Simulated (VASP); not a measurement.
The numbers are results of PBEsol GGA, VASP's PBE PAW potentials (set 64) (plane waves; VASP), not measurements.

The input files of a VASP run:

**INCAR**
```
ALGO = Normal
EDIFF = 1E-6
ENCUT = 300
GGA = PS
ISIF = 2
ISMEAR = 0
LASPH = .TRUE.
LCHARG = .FALSE.
LMAXMIX = 4
LREAL = .FALSE.
LWAVE = .FALSE.
NELM = 100
PREC = Accurate
SIGMA = 0.2
SYSTEM = TiSi2
```

KPOINTS:
```
K-points
0
Gamma
8 8 8
```

**POSCAR**
```
TiSi2
1
    1.7651050000    -6.7592800000     0.0000000000
    1.7651050000     6.7592800000     0.0000000000
    0.0000000000     0.0000000000     3.5651700000
Ti Si
2 4
Direct
  0.8893430000   0.0938510000   0.7450450000
  0.1150630000   0.9122340000   0.2648940000
  0.5746540000   0.4505360000   0.7602670000
  0.4499490000   0.5637600000   0.2307900000
  0.2334500000   0.7424050000   0.7407830000
  0.7375410000   0.2372140000   0.2582200000
```

POTCAR, in this order: Ti_sv Si (PBE.64 set). Program: vasp_std.

Output of the run:

OUTCAR:
```
 ion  position               nearest neighbor table
   1  0.889  0.094  0.745-   4 2.51   4 2.58   4 2.59   6 2.64   4 2.65   5 2.70   6 2.71   5 2.72
                             3 2.79   3 2.88
   2  0.115  0.912  0.265-   3 2.55   3 2.56   3 2.57   3 2.58   5 2.58   6 2.62   5 2.70   6 2.74
                             4 2.76   4 2.79
   3  0.575  0.451  0.760-   4 2.32   4 2.48   2 2.55   2 2.56   2 2.57   2 2.58   1 2.79   1 2.88
                             5 3.00   5 3.10   6 3.10   6 3.11
   4  0.450  0.564  0.231-   3 2.32   3 2.48   1 2.51   1 2.58   1 2.59   1 2.65   2 2.76   2 2.79
                             6 3.11
   5  0.233  0.742  0.741-   6 2.46   6 2.47   6 2.55   6 2.56   2 2.58   2 2.70   1 2.70   1 2.72
                             3 3.00   3 3.10
   6  0.738  0.237  0.258-   5 2.46   5 2.47   5 2.55   5 2.56   2 2.62   1 2.64   1 2.71   2 2.74
                             3 3.10   3 3.11   4 3.11
  LATTYP: Found a base centered orthorhombic cell.
 ALAT       =     3.5302100000
 B/A-ratio  =     3.8293925857
 C/A-ratio  =     1.0099030936
 Subroutine PRICEL returns:
 Original cell was already a primitive cell.
 Subroutine GETGRP returns: Found  1 space group operations
The static configuration has the point symmetry C_1 .
The dynamic configuration has the point symmetry C_1 .
 Subroutine INISYM returns: Found  1 space group operations
 Subroutine IBZKPT returns following result:
 Found    260 irreducible k-points:
...
```

**OSZICAR**
```
       N       E                     dE             d eps       ncg     rms          rms(c)
DAV:   1     0.294519903382E+03    0.29452E+03   -0.14484E+04 12720   0.122E+03
DAV:   2    -0.710876762025E+01   -0.30163E+03   -0.29875E+03 12864   0.397E+02
DAV:   3    -0.451609136266E+02   -0.38052E+02   -0.37580E+02 22576   0.117E+02
DAV:   4    -0.474812385511E+02   -0.23203E+01   -0.23137E+01 16608   0.270E+01
DAV:   5    -0.476128862297E+02   -0.13165E+00   -0.13159E+00 19920   0.585E+00    0.195E+01
DAV:   6    -0.444662124561E+02    0.31467E+01   -0.50629E+01 18032   0.505E+01    0.784E+00
DAV:   7    -0.436978387152E+02    0.76837E+00   -0.13737E+01 17168   0.249E+01    0.568E+00
DAV:   8    -0.436644792482E+02    0.33359E-01   -0.25658E+00 18368   0.962E+00    0.292E+00
DAV:   9    -0.435583876006E+02    0.10609E+00   -0.14004E+00 18144   0.657E+00    0.920E-01
DAV:  10    -0.435511647727E+02    0.72228E-02   -0.99308E-02 17112   0.223E+00    0.449E-01
DAV:  11    -0.435514788309E+02   -0.31406E-03   -0.32903E-03 17064   0.473E-01    0.116E-01
DAV:  12    -0.435514856509E+02   -0.68200E-05   -0.20670E-04 17832   0.111E-01    0.280E-02
DAV:  13    -0.435514761609E+02    0.94900E-05   -0.52871E-05 18888   0.417E-02    0.150E-02
DAV:  14    -0.435514752242E+02    0.93670E-06   -0.62882E-06 14960   0.224E-02
   1 F= -.43551475E+02 E0= -.43535566E+02  d E =-.318182E-01
```

### OUTCAR
```
------------------------ aborting loop because EDIFF is reached ----------------------------------------
  FORCE on cell =-STRESS in cart. coord.  units (eV):
  Direction    XX          YY          ZZ          XY          YZ          ZX
  --------------------------------------------------------------------------------------
  Total       -0.9346455     -1.6361032     -0.6093262      0.0423444      0.3078874     -0.0564843
  in kB      -17.6025775    -30.8134304    -11.4757002      0.7974905      5.7985758     -1.0637930
  external PRESSURE =     -19.9639027 kB  Pullay stress =       0.0000000 kB
  volume of cell :       85.07
      direct lattice vectors                 reciprocal lattice vectors
     1.765105000 -6.759280000  0.000000000     0.283269267 -0.073972376  0.000000000
     1.765105000  6.759280000  0.000000000     0.283269267  0.073972376  0.000000000
     0.000000000  0.000000000  3.565170000     0.000000000  0.000000000  0.280491533
 POSITION                                       TOTAL-FORCE (eV/Angst)
 -----------------------------------------------------------------------------------
      1.73544     -5.37695      2.65621         0.501144      0.327443     -0.247289
      1.81329      5.38830      0.94439        -0.364301     -0.116038     -0.471990
      1.80957     -0.83895      2.71048        -0.090769      0.084240     -0.494817
      1.78930      0.76928      0.82281        -0.351385      0.273087      1.070302
      1.72249      3.44017      2.64102         0.108056     -0.467188      0.517979
      1.72054     -3.38185      0.92060         0.197255     -0.101543     -0.374186
 -----------------------------------------------------------------------------------
    total drift:                               -0.000200      0.000027     -0.000081
  FREE ENERGIE OF THE ION-ELECTRON SYSTEM (eV)
  ---------------------------------------------------
  free  energy   TOTEN  =       -43.5514752242 eV

  energy  without entropy=      -43.5196570514  energy(sigma->0) =      -43.53556614
```
(Selected blocks of OUTCAR.)

At this cut-off the stress carries a Pulay error, which pulls relaxed volumes low.

The structure comes from a computed database's TiSi2 entry; how it stands against other phases isn't given here. The cell was not relaxed at this level, atoms are displaced from their ideal sites. The run is one of a series of settings (GGA = PS against the base run), some of them coarse on purpose.
